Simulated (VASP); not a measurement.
Data:

```
CELL_PARAMETERS angstrom
      0.00000     1.97003     1.97003
      1.97003     0.00000     1.97003
      1.97003     1.97003     0.00000
ATOMIC_POSITIONS crystal
  Li 0.00000 0.00000 0.00000
  H  0.50000 0.50000 0.50000
```

The numbers are results of MS2 meta-GGA, VASP's PBE PAW potentials (set 64) (plane waves; VASP), not measurements. Run with 520 eV cut-off, 13×13×13 Γ-centred mesh, tetrahedra with Blöchl corrections, potentials Li_sv H.

Problem. Tabulate the total density of states (states/eV per cell) against energy (eV; zero at the valence-band maximum or, without a gap, the Fermi level).

Solution. 
(E (eV), DOS (states/eV)): (-9.91, 0.00); (-9.43, 0.00); (-9.07, 0.00); (-8.59, 0.00); (-8.23, 0.00); (-7.75, 0.00); (-7.27, 0.00); (-6.91, 0.00); (-6.43, 0.00); (-6.07, 0.00); (-5.59, 0.03); (-5.23, 0.13); (-4.75, 0.19); (-4.27, 0.25); (-3.91, 0.30); (-3.43, 0.36); (-3.07, 0.43); (-2.59, 0.59); (-2.11, 0.54); (-1.75, 0.50); (-1.27, 0.46); (-0.91, 0.43); (-0.43, 0.40); (0.05, 0.00); (0.41, 0.00); (0.89, 0.00); (1.25, 0.00); (1.73, 0.00); (2.21, 0.00); (2.57, 0.00); (3.05, 0.00); (3.41, 0.00); (3.89, 0.06); (4.25, 0.11); (4.73, 0.17); (5.21, 0.26); (5.57, 0.44); (6.05, 0.63); (6.41, 0.45); (6.89, 0.41)
Within 2 eV below the valence-band maximum the largest weight inside VASP's projection spheres is H s.

The compound is LiH in the rock salt structure. It was relaxed first, which changed the volume by -10 %.
